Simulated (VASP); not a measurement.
Level of theory: rev-vdW-DF2, VASP's PBE PAW potentials (set 64) (plane waves; VASP).

The input files of a VASP run:

POSCAR:
```
PtSe2
1
    1.8862792955    -3.2671318293     0.0000000000
    1.8862792955     3.2671318293     0.0000000000
   -0.0000000000     0.0000000000     4.8894208576
Pt Se
1 2
Direct
  0.0000000000   0.0000000000   0.0000000000
  0.3333330000   0.6666670000   0.2564063801
  0.6666670000   0.3333330000   0.7435936199
```

KPOINTS:
```
Automatic mesh
0
Gamma
9 9 6
0 0 0
```

### INCAR
```
! general
SYSTEM   = PtSe2
PREC     = Accurate
ENCUT    = 520
LREAL    = F
LASPH    = T

! electronic loop
EDIFF    = 1E-6
NELM     = 100
ALGO     = Normal
LMAXMIX  = 6

! smearing
ISMEAR   = 1
SIGMA    = 0.1

! functional
GGA      = MK
LUSE_VDW = T
AGGAC    = 0.0
PARAM1   = 0.1234568
PARAM2   = 0.7114
ZAB_VDW  = -1.8867

! ions
IBRION   = 2
NSW      = 60
ISIF     = 3
EDIFFG   = -0.02

! output
LWAVE    = F
LCHARG   = F
```

POTCAR, in this order: Pt Se (PBE.64 set). Program: vasp_std.

Energy and stress use the plane-wave basis of the starting cell. Unless said otherwise, spin-orbit coupling is left out, though it shifts the bands of the heavy elements here.

Question: Predict the energy per atom (σ→0), volume per atom, band gap (on the k-mesh).

Answer: 
The energy per atom (σ→0) is -3.139 eV/atom and the band gap (on the k-mesh) is none (metal, semimetal or under 0.01 eV). The volume per atom is 20.55 Å³/atom.

**OSZICAR**
```
...
       N       E                     dE             d eps       ncg     rms          rms(c)
DAV:   1    -0.941864530093E+01   -0.38299E-02   -0.19364E-01  1881   0.321E+00    0.264E-01
DAV:   2    -0.941630964856E+01    0.23357E-02   -0.58073E-03  2098   0.522E-01    0.136E-01
DAV:   3    -0.941582692070E+01    0.48273E-03   -0.19409E-03  2147   0.346E-01    0.664E-02
DAV:   4    -0.941578801689E+01    0.38904E-04   -0.17051E-04  2203   0.120E-01    0.349E-02
DAV:   5    -0.941578210477E+01    0.59121E-05   -0.22179E-05  2028   0.382E-02    0.132E-02
DAV:   6    -0.941578243673E+01   -0.33195E-06   -0.36880E-06  2063   0.128E-02
   6 F= -.94157824E+01 E0= -.94158596E+01  d E =-.320839E-02
```

The compound is PtSe2 in the 1T layered structure. This run relaxes it. Symmetry was kept, so distortions that lower it aren't found. The start is the result of an earlier pass.
